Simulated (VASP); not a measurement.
The system is Si.

```
CELL_PARAMETERS angstrom
0.00000 2.73429 2.73429
2.73429 0.00000 2.73429
2.73429 2.73429 0.00000
ATOMIC_POSITIONS crystal
Si 0.75000 0.75000 0.75000
Si 0.50000 0.50000 0.50000
```

Base run:

- Program: VASP 6.6.1
- Functional: HSE06
- Potentials or basis: VASP PAW PBE potentials, release 64 (Si)
- Cutoff: 450 eV
- k mesh: 8 × 8 × 8
- Occupations: gaussian, width 0.02 eV
- Spin: no spin polarisation

Its results: band gap on the k mesh 1.23 eV, indirect (least direct gap 3.33 eV); pressure -1.9 GPa.

The run is repeated on the same cell with these changes: functional from HSE06 to PBE0. What comes out?

Band gap on the k mesh 1.86 eV, indirect (least direct gap 3.96 eV); pressure -2.0 GPa.

Caveats: the PAW data sets were made with another functional, which shifts forces and pressure a little.

A k mesh can miss the band edges.
